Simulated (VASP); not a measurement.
Input:

```xyz
4
Lattice="4.0442 0.0000 0.0000 0.0000 4.0442 0.0000 0.0000 0.0000 4.0442" Properties=species:S:1:pos:R:3 pbc="T T T"
Sc     0.0000     0.0000     0.0000
Al     0.0000     2.0221     2.0221
Al     2.0221     0.0000     2.0221
Al     2.0221     2.0221     0.0000
```

The numbers are results of MS2 meta-GGA, VASP's PBE PAW potentials (set 64) (plane waves; VASP), not measurements. Numerical set-up: 520 eV cut-off, 8×8×8 Γ-centred mesh, first-order Methfessel-Paxton smearing of 0.10 eV, potentials Sc_sv Al.

### Question
Give the stress tensor in GPa (positive for a compressed cell).

### Answer

```
3.03  0.00  0.00
0.00  3.03  0.00
0.00  0.00  3.03
```
The pressure is its mean diagonal, 3.03 GPa.

The compound is Al3Sc in the L1_2 structure. This cell is one point of a volume scan, at 0.97 of the reference volume.
